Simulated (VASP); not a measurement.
Data:

```yaml
crystal:
  lattice:
    - [6.60217, 0.00000, -0.00433]
    - [0.00000, 6.66174, 0.00000]
    - [-2.58536, 0.00000, 7.84820]
  atoms:
    - { symbol: Sr, position: [0.28395, 0.75000, 0.95160] }
    - { symbol: Sr, position: [0.71605, 0.25000, 0.04840] }
    - { symbol: Sr, position: [0.22488, 0.75000, 0.42930] }
    - { symbol: Sr, position: [0.77512, 0.25000, 0.57070] }
    - { symbol: Si, position: [0.72053, 0.75000, 0.79660] }
    - { symbol: Si, position: [0.27947, 0.25000, 0.20340] }
    - { symbol: S, position: [0.88582, 0.75000, 0.06152] }
    - { symbol: S, position: [0.11418, 0.25000, 0.93848] }
    - { symbol: S, position: [0.91604, 0.75000, 0.63529] }
    - { symbol: S, position: [0.08396, 0.25000, 0.36471] }
    - { symbol: S, position: [0.50973, 0.50181, 0.73696] }
    - { symbol: S, position: [0.49027, 0.49819, 0.26304] }
    - { symbol: S, position: [0.49027, 0.00181, 0.26304] }
    - { symbol: S, position: [0.50973, 0.99819, 0.73696] }
```

These are r2SCAN meta-GGA, VASP's PBE PAW potentials (set 64) (plane waves; VASP) values and carry that method's errors. Run with LREAL = Auto, 400 eV cut-off, 4×4×3 Γ-centred mesh, tetrahedra with Blöchl corrections, potentials Sr_sv Si S.

The cores are frozen, which limits the accuracy of field gradients.

Problem. Give the principal components of the electric field gradient (V/Å²) and the asymmetry η at each nucleus.

Solution. 
```tsv
atom	Vxx	Vyy	Vzz	η
Sr1	33.9	8.8	-42.7	0.59
Sr2	33.9	8.8	-42.7	0.59
Sr3	18.2	4.8	-23.0	0.59
Sr4	18.2	4.8	-23.0	0.59
Si5	-2.2	-1.2	3.4	0.32
Si6	-2.2	-1.2	3.4	0.32
S7	-56.6	-45.0	101.6	0.11
S8	-56.6	-45.0	101.6	0.11
S9	-65.6	-33.4	99.0	0.33
S10	-65.6	-33.4	99.0	0.33
S11	-46.2	-39.9	86.1	0.07
S12	-46.2	-39.9	86.1	0.07
S13	-46.2	-39.9	86.1	0.07
S14	-46.2	-39.9	86.1	0.07
```

The structure comes from a computed database's Sr2SiS4 entry (P2_1/m); how it stands against other phases isn't given here. It was relaxed first.
